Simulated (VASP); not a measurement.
The system is HfMg6Mn.

```
Hf Mn Mg
1.0
     4.90821    0.00000    0.00000
     0.00000    3.08557    5.55935
     0.00000   -3.08557    5.55935
Hf Mn Mg
1 1 6
Direct
  0.50000 0.68722 0.68722
  0.00000 0.81098 0.81098
  0.50000 0.16650 0.16650
  0.50000 0.16568 0.68048
  0.50000 0.68048 0.16568
  0.00000 0.32886 0.32886
  0.00000 0.33650 0.82378
  0.00000 0.82378 0.33650
```

The cell comes from a database or a generator and needn't be the stable form of this composition.

```yaml
Program: VASP 6.6.1
Task: single point
Functional: PBE
Potentials_or_basis: VASP PAW PBE potentials, release 64 (Hf_pv, Mn_pv, Mg)
Cutoff: 520 eV
k_mesh: 6 × 5 × 5
Occupations: fermi-dirac, width 0.05 eV
Spin: collinear spin, ferromagnetic start
Starting_moments: "[0.0, 4.0, 0.0, 0.0, 0.0, 0.0, 0.0, 0.0] μB"
```

On this cell: pressure 0.1 GPa; largest force 0.054 eV/Å; net moment 2.81 μB per cell; site moments Hf -0.37; Mn +3.38; Mg +0.01, -0.01 μB; band gap on the k mesh none (metal or under the smearing width).

The same run follows on a disturbed copy (atoms moved at random, drawn with an rms of 0.05 Å):

```
Hf Mn Mg
1.0
     4.90821    0.00000    0.00000
     0.00000    3.08557    5.55935
     0.00000   -3.08557    5.55935
Hf Mn Mg
1 1 6
Cartesian
  2.4663 -0.0349 7.6541
  0.0486 -0.0762 9.0173
  2.4291 0.0098 1.8438
  2.4632 -1.5983 4.6642
  2.4674 1.6319 4.7473
  -0.0225 0.0154 3.6151
  0.0364 -1.5201 6.5163
  0.0239 1.5365 6.4777
```

Task: What does the disturbed cell give?

Result: The energy (extrapolated to zero smearing) moves by +7.1 meV/atom; pressure 0.3 GPa; largest force 0.414 eV/Å; net moment 2.83 μB per cell; site moments Hf -0.36; Mn +3.36; Mg +0.01, -0.01 μB; band gap on the k mesh none (metal or under the smearing width).

Forces in eV/Å, atoms in the order of the input:
```
Hf   0.136  0.209 -0.025
Mn  -0.107  0.228  0.004
Mg   0.159 -0.116  0.102
Mg   0.013  0.154  0.208
Mg  -0.001 -0.272 -0.052
Mg   0.052 -0.066  0.219
Mg  -0.159  0.099 -0.370
Mg  -0.093 -0.236 -0.087
```

Stress tensor (GPa, compression positive):
```
-0.16  0.02 -0.03
 0.02  0.57  0.25
-0.03  0.25  0.45
```
